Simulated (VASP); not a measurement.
Input:

```yaml
crystal:
  lattice:
    - [0.00000, 2.15853, 2.15853]
    - [2.15853, 0.00000, 2.15853]
    - [2.15853, 2.15853, 0.00000]
  atoms:
    - { symbol: Be, position: [0.25000, 0.25000, 0.25000] }
    - { symbol: Be, position: [0.75000, 0.75000, 0.75000] }
    - { symbol: C, position: [0.00000, 0.00000, 0.00000] }
```

Level of theory: PBEsol GGA, VASP's PBE PAW potentials (set 64) (plane waves; VASP). Settings: 520 eV cut-off, 16×16×16 Γ-centred mesh, Gaussian smearing of 0.010 eV, potentials Be C.

Q: Estimate the energy per atom (σ→0), band gap (on the k-mesh) with the smallest direct gap where there is one.

A: 
* **band gap (on the k-mesh)**: 1.06 eV
* **smallest direct gap (on the k-mesh)**: 4.10 eV
* **energy per atom (σ→0)**: -6.137 eV/atom

The compound is Be2C in the antifluorite structure. It was relaxed first.
